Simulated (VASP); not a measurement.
Data:

```
MoTe2
1.0
    1.74775    -3.02719     0.00000
    1.74775     3.02719     0.00000
    0.00000     0.00000    13.68540
Te Mo
4 2
Direct
  0.33333   0.66667   0.88288
  0.66667   0.33333   0.38288
  0.66667   0.33333   0.11712
  0.33333   0.66667   0.61712
  0.33333   0.66667   0.25000
  0.66667   0.33333   0.75000
```

Computed with PBE GGA with D3 dispersion (Becke-Johnson damping), VASP's PBE PAW potentials (set 64) (plane waves; VASP). Numerical set-up: 520 eV cut-off, 8×8×2 Γ-centred mesh, tetrahedra with Blöchl corrections, potentials Te Mo_sv.

The cores are frozen, which limits the accuracy of field gradients.

Question: Give the principal components of the electric field gradient (V/Å²) and the asymmetry η at each nucleus.

Answer: 
```json
[
 {"atom": "Te1", "Vxx": "83.9", "Vyy": "83.9", "Vzz": "-167.8", "η": "0.00"},
 {"atom": "Te2", "Vxx": "83.9", "Vyy": "83.9", "Vzz": "-167.8", "η": "0.00"},
 {"atom": "Te3", "Vxx": "83.9", "Vyy": "83.9", "Vzz": "-167.8", "η": "0.00"},
 {"atom": "Te4", "Vxx": "83.9", "Vyy": "83.9", "Vzz": "-167.8", "η": "0.00"},
 {"atom": "Mo5", "Vxx": "34.3", "Vyy": "34.3", "Vzz": "-68.5", "η": "0.00"},
 {"atom": "Mo6", "Vxx": "34.3", "Vyy": "34.3", "Vzz": "-68.5", "η": "0.00"}
]
```

The compound is MoTe2 in the 2H layered structure. It was relaxed first.
